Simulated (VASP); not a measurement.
Crystal: SiNi.

```
CELL_PARAMETERS angstrom
5.17310 0.00000 0.00000
0.00000 3.33810 0.00000
0.00000 0.00000 5.60490
ATOMIC_POSITIONS crystal
Si 0.32128 0.75000 0.08250
Si 0.17872 0.25000 0.58250
Si 0.82128 0.75000 0.41750
Si 0.67872 0.25000 0.91750
Ni 0.00779 0.25000 0.18752
Ni 0.49221 0.75000 0.68752
Ni 0.50779 0.25000 0.31248
Ni 0.99221 0.75000 0.81248
```

* Program: VASP 6.6.1
* Task: relaxation of cell and atoms
* Functional: PBEsol
* Potentials or basis: VASP PAW PBE potentials, release 64 (Si, Ni)
* Cutoff: 600 eV
* k mesh: 8 × 12 × 8
* Occupations: methfessel-paxton, width 0.1 eV
* Spin: no spin polarisation

At the start: pressure -4.2 GPa; volume 12.10 Å³/atom.

Problem. Where does the relaxation end?

Solution. Over 12 steps the energy falls by 5.0 meV/atom and the volume is 11.81 Å³/atom (-2.4 %); space group Pnma (No. 62, to 0.05 Å).

The path:
```
step  energy change (eV)  largest force (eV/Å)  pressure (GPa)  volume (Å³)
   1              0.0000                0.0836           -4.18        96.79
   2              0.0011                0.1136            4.80        92.43
   3             -0.0301                0.0743            0.08        94.59
   4             -0.0325                0.0602            0.10        94.58
   5             -0.0366                0.0588            0.01        94.54
   6             -0.0368                0.0692            0.03        94.53
   7             -0.0384                0.0485           -0.06        94.55
   8             -0.0390                0.0503           -0.11        94.56
   9             -0.0396                0.0327            0.07        94.46
  10             -0.0397                0.0228            0.24        94.37
  11             -0.0399                0.0072           -0.13        94.56
  12             -0.0399                0.0071           -0.06        94.50
```

Final structure:
```yaml
crystal:
  lattice:
    - [5.08838, 0.00000, 0.00000]
    - [0.00000, 3.36357, 0.00000]
    - [0.00000, 0.00000, 5.52149]
  atoms:
    - { symbol: Si, position: [0.32113, 0.75000, 0.08712] }
    - { symbol: Si, position: [0.17887, 0.25000, 0.58712] }
    - { symbol: Si, position: [0.82113, 0.75000, 0.41288] }
    - { symbol: Si, position: [0.67887, 0.25000, 0.91288] }
    - { symbol: Ni, position: [0.00952, 0.25000, 0.18745] }
    - { symbol: Ni, position: [0.49048, 0.75000, 0.68745] }
    - { symbol: Ni, position: [0.50952, 0.25000, 0.31255] }
    - { symbol: Ni, position: [0.99048, 0.75000, 0.81255] }
```

Caveat: the PAW data sets were made with another functional, which shifts forces and pressure a little.
